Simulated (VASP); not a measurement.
Computed with r2SCAN meta-GGA, VASP's PBE PAW potentials (set 64) (plane waves; VASP).

VASP ran on this input.

**POSCAR**
```
NiC
4.8694880
  0.5720248703   0.0000000000   0.0000000000
 -0.2860124351   0.4953880351   0.0000000000
  0.0000000000   0.0000000000   0.9999999197
Ni C
2 2
Cartesian
  0.5720248703   0.0000000000   0.9999999197
  0.5720248703   0.0000000000   0.4999999598
 -0.0000002860   0.3302588552   0.2499999799
  0.2860127212   0.1651291799   0.7499999398
```

INCAR:
```
ISMEAR = -5   # tetrahedra, Bloechl
EDIFF = 1E-7   # SCF stop (eV)
LORBIT = 11
ENCUT = 520   # plane-wave cut-off (eV)
LREAL = F   # projection in real space or not
LEFG = T
SYSTEM = NiC
NELM = 100
LWAVE = F
ISIF = 2
LCHARG = F
LMAXMIX = 4   # l cut-off of mixed one-centre charges
PREC = Accurate
METAGGA = R2SCAN
ALGO = Normal
LASPH = T
NEDOS = 601   # DOS grid
LMIXTAU = T
```

KPOINTS:
```
Automatic mesh
0
Gamma
14 14 7
0 0 0
```

File KPOINTS_OPT:
```
k-points along high-symmetry lines
6
Line-mode
Reciprocal
  0.000000   0.000000   0.000000 ! GAMMA
  0.500000  -0.000000   0.000000 ! M

  0.500000  -0.000000   0.000000 ! M
  0.333333   0.333333   0.000000 ! K

  0.333333   0.333333   0.000000 ! K
  0.000000   0.000000   0.000000 ! GAMMA

  0.000000   0.000000   0.000000 ! GAMMA
  0.000000   0.000000   0.500000 ! A

  0.000000   0.000000   0.500000 ! A
  0.500000  -0.000000   0.500000 ! L

  0.500000  -0.000000   0.500000 ! L
  0.333333   0.333333   0.500000 ! H

  0.333333   0.333333   0.500000 ! H
  0.000000   0.000000   0.500000 ! A

  0.500000  -0.000000   0.500000 ! L
  0.500000  -0.000000   0.000000 ! M

  0.333333   0.333333   0.500000 ! H
  0.333333   0.333333   0.000000 ! K
```

POTCAR, in this order: Ni C (PBE.64 set). Program: vasp_std.

Output of the run:

**OSZICAR**
```
       N       E                     dE             d eps       ncg     rms          rms(c)
DAV:   1     0.150862744647E+03    0.15086E+03   -0.13909E+04  3552   0.209E+03
DAV:   2    -0.352489015876E+02   -0.18611E+03   -0.17944E+03  3528   0.365E+02
DAV:   3    -0.512314127933E+02   -0.15983E+02   -0.15185E+02  3854   0.118E+02
DAV:   4    -0.520175385005E+02   -0.78613E+00   -0.77661E+00  3524   0.260E+01
DAV:   5    -0.520422127061E+02   -0.24674E-01   -0.24760E-01  3684   0.465E+00    0.315E+01
DAV:   6    -0.565477999428E+02   -0.45056E+01   -0.13161E+02  3976   0.255E+02    0.418E+01
DAV:   7    -0.404666650378E+02    0.16081E+02   -0.33674E+01  3748   0.143E+02    0.788E+00
DAV:   8    -0.406194715935E+02   -0.15281E+00   -0.73681E+00  4774   0.377E+01    0.446E+00
DAV:   9    -0.406037407707E+02    0.15731E-01   -0.49003E-01  4212   0.916E+00    0.112E+00
DAV:  10    -0.405820210967E+02    0.21720E-01   -0.12826E-01  4816   0.474E+00    0.413E-01
DAV:  11    -0.405948587287E+02   -0.12838E-01   -0.56583E-02  3708   0.319E+00    0.254E-01
DAV:  12    -0.406022013032E+02   -0.73426E-02   -0.38080E-03  3794   0.103E+00    0.130E-01
DAV:  13    -0.406028418956E+02   -0.64059E-03   -0.43541E-04  4386   0.269E-01    0.664E-02
DAV:  14    -0.406032777961E+02   -0.43590E-03   -0.92875E-04  4040   0.481E-01    0.165E-02
DAV:  15    -0.406033035164E+02   -0.25720E-04   -0.43235E-05  3472   0.656E-02    0.129E-02
DAV:  16    -0.406032914346E+02    0.12082E-04   -0.52282E-06  4282   0.222E-02    0.110E-02
DAV:  17    -0.406033212910E+02   -0.29856E-04   -0.10529E-05  3768   0.458E-02    0.208E-03
DAV:  18    -0.406033178587E+02    0.34323E-05   -0.51150E-07  3456   0.840E-03    0.153E-03
DAV:  19    -0.406033182624E+02   -0.40373E-06   -0.29963E-08  1728   0.183E-03    0.125E-03
DAV:  20    -0.406033176144E+02    0.64802E-06   -0.39579E-08  1728   0.171E-03    0.458E-04
DAV:  21    -0.406033185007E+02   -0.88636E-06   -0.12040E-08  1728   0.122E-03    0.140E-04
DAV:  22    -0.406033181905E+02    0.31028E-06   -0.33956E-09  1728   0.700E-04    0.159E-04
DAV:  23    -0.406033181305E+02    0.59952E-07   -0.70848E-10  1728   0.324E-04
   1 F= -.40603318E+02 E0= -.40603318E+02  d E =0.000000E+00
       N       E                     dE             ncg
```

File OUTCAR:
```
------------------------ aborting loop because EDIFF is reached ----------------------------------------
  FORCE on cell =-STRESS in cart. coord.  units (eV):
  Direction    XX          YY          ZZ          XY          YZ          ZX
  --------------------------------------------------------------------------------------
  Total       -0.0698067     -0.0698067      0.1907895     -0.0000000      0.0000000      0.0000000
  in kB       -3.4181997     -3.4181992      9.3423217     -0.0000000      0.0000000      0.0000000
  external PRESSURE =       0.8353076 kB  Pullay stress =       0.0000000 kB
  volume of cell :       32.72
      direct lattice vectors                 reciprocal lattice vectors
     2.785468242  0.000000000  0.000000000     0.359006068  0.207272264  0.000000000
    -1.392734121  2.412286092  0.000000000     0.000000000  0.414544528  0.000000000
     0.000000000  0.000000000  4.869487609     0.000000000  0.000000000  0.205360416
 POSITION                                       TOTAL-FORCE (eV/Angst)
 -----------------------------------------------------------------------------------
      0.00000      0.00000      0.00000        -0.000000      0.000000      0.000000
      0.00000      0.00000      2.43474        -0.000000      0.000000      0.000000
     -0.00000      1.60819      1.21737        -0.000000      0.000000     -0.000000
      1.39274      0.80409      3.65212         0.000000     -0.000000     -0.000000
 -----------------------------------------------------------------------------------
    total drift:                                0.000000     -0.000000      0.000000
  FREE ENERGIE OF THE ION-ELECTRON SYSTEM (eV)
  ---------------------------------------------------
  free  energy   TOTEN  =       -40.6033181305 eV

  energy  without entropy=      -40.6033181305  energy(sigma->0) =      -40.60331813

 total charge

# of ion       s       p       d       tot
------------------------------------------
    1        0.534   0.779   8.419   9.732
    2        0.534   0.779   8.419   9.732
    3        0.905   1.392   0.000   2.296
    4        0.905   1.392   0.000   2.296
--------------------------------------------------
tot          2.877   4.342  16.839  24.057

 Electric field gradients after diagonalization (V/A^2)
 (convention: |V_zz| > |V_xx| > |V_yy|)
----------------------------------------------------------------------
 ion       V_xx      V_yy      V_zz     asymmetry (V_yy - V_xx)/ V_zz
----------------------------------------------------------------------
   1      17.762    17.760   -35.522       0.000
   2      17.762    17.760   -35.522       0.000
   3       4.437     4.436    -8.873       0.000
   4       4.437     4.436    -8.873       0.000
```
(Selected blocks of OUTCAR.)

**OUTCAR**
```
 val. band max:        9.7961759801   @ k =   0.2857   0.2857   0.1429

 cond. band min:       9.7293166030   @ k =   0.3571   0.1429   0.2857


 Fermi energy:         9.7346023771

 k-point     1 :       0.0000    0.0000    0.0000
  band No.  band energies     occupation
      1      -6.1988      2.00000
      2      -2.3630      2.00000
      3       1.3161      2.00000
      4       4.9501      2.00000
      5       4.9501      2.00000
      6       5.3310      2.00000
      7       6.7341      2.00000
      8       6.7341      2.00000
      9       6.8689      2.00000
     10       6.8689      2.00000
     11       7.9445      2.00000
     12       7.9445      2.00000
     13       9.2744      2.00000
     14      10.6895      0.00000
     15      11.6282      0.00000
     16      11.6283      0.00000
     17      14.6340      0.00000
     18      14.6340      0.00000

 k-point     2 :       0.0714   -0.0000    0.0000
  band No.  band energies     occupation
      1      -6.0819      2.00000
      2      -2.3249      2.00000
      3       1.4429      2.00000
      4       4.9131      2.00000
      5       4.9749      2.00000
      6       5.3339      2.00000
      7       6.6501      2.00000
      8       6.6868      2.00000
      9       6.7274      2.00000
     10       6.9173      2.00000
     11       7.8248      2.00000
     12       7.9374      2.00000
     13       9.2657      2.00000
     14      10.9813      0.00000
     15      11.3696      0.00000
     16      11.5875      0.00000
     17      14.3201      0.00000
     18      14.5531      0.00000

 k-point     3 :       0.1429   -0.0000    0.0000
  band No.  band energies     occupation
      1      -5.7356      2.00000
      2      -2.2160      2.00000
      3       1.8135      2.00000
      4       4.8018      2.00000
      5       5.0269      2.00000
      6       5.3159      2.00000
      7       6.3454      2.00000
      8       6.3948      2.00000
      9       6.5930      2.00000
...
```

For a metal the tetrahedron method with Blöchl corrections gives inexact stress and forces.

The structure was generated: NiC was put into the NiAs type type (P6_3/mmc), which need not be its known phase. It was relaxed first, which changed the volume by -16 %. The run is not spin-polarised, so no magnetic state was tried.
